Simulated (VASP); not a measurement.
```
CELL_PARAMETERS angstrom
      0.00000     2.72526     2.72526
      2.72526     0.00000     2.72526
      2.72526     2.72526     0.00000
ATOMIC_POSITIONS crystal
  S  0.00000 0.00000 0.00000
  Cd 0.50000 0.50000 0.50000
```

All values below come from r2SCAN meta-GGA with spin-orbit coupling, VASP's PBE PAW potentials (set 64) (plane waves; VASP 6.6.1). Numerical set-up: 400 eV cut-off, 8×8×8 Γ-centred mesh, Gaussian smearing of 0.050 eV, potentials S Cd.

### Question
Give the energies of bands 11 to 22 at the high-symmetry points, in eV from the valence-band maximum.

### Answer

```json
[
 {"band": "11", "Γ": "-7.59", "X": "-6.74", "U": "-7.03", "L": "-7.52", "W": "-6.93"},
 {"band": "12", "Γ": "-7.59", "X": "-6.74", "U": "-7.03", "L": "-7.52", "W": "-6.93"},
 {"band": "13", "Γ": "-0.87", "X": "-4.38", "U": "-3.76", "L": "-4.93", "W": "-3.33"},
 {"band": "14", "Γ": "-0.87", "X": "-4.38", "U": "-3.76", "L": "-4.93", "W": "-3.33"},
 {"band": "15", "Γ": "-0.74", "X": "-2.27", "U": "-3.55", "L": "-0.02", "W": "-3.30"},
 {"band": "16", "Γ": "-0.74", "X": "-2.27", "U": "-3.55", "L": "-0.02", "W": "-3.30"},
 {"band": "17", "Γ": "-0.74", "X": "-2.17", "U": "-1.44", "L": "0.00", "W": "-2.83"},
 {"band": "18", "Γ": "-0.74", "X": "-2.17", "U": "-1.44", "L": "0.00", "W": "-2.83"},
 {"band": "19", "Γ": "1.58", "X": "0.72", "U": "2.58", "L": "4.03", "W": "3.88"},
 {"band": "20", "Γ": "1.58", "X": "0.72", "U": "2.58", "L": "4.03", "W": "3.88"},
 {"band": "21", "Γ": "9.70", "X": "6.41", "U": "7.12", "L": "6.31", "W": "7.40"},
 {"band": "22", "Γ": "9.70", "X": "6.41", "U": "7.12", "L": "6.31", "W": "7.40"}
]
```

The gap is indirect, 0.72 eV, from the valence maximum at L to the conduction minimum at X.

The structure was generated: CdS was put into the rocksalt type (Fm-3m), which need not be its known phase. It was relaxed first, which changed the volume by +11 %.
